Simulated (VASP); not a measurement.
Here is the system:

```xyz
2
Lattice="0.0000 2.7743 2.7743 2.7743 0.0000 2.7743 2.7743 2.7743 0.0000" Properties=species:S:1:pos:R:3 pbc="T T T"
Se     2.7743     2.7743     2.7743
Lu     0.0000     0.0000     0.0000
```

Computed with PBEsol GGA, VASP's PBE PAW potentials (set 64) (plane waves; VASP 6.6.1). Settings: 400 eV cut-off, 13×13×13 Γ-centred mesh, tetrahedra with Blöchl corrections, potentials Se Lu_3.

Question: What does the run give for the energy per atom (σ→0), band gap (on the k-mesh) with the smallest direct gap where there is one?

Answer: 
| Property | Value |
|---|---|
| band gap (on the k-mesh) | none (metal, semimetal or under 0.01 eV) |
| energy per atom (σ→0) | -582.5 kJ/mol of atoms |

The absolute energy has meaning only against runs of the same code, potentials and settings.

The structure comes from a measured LuSe entry (Fm-3m) of the Crystallography Open Database, whose conditions weren't checked. It was relaxed first. The electron count is odd and the run is not spin-polarised, which forces a metal.
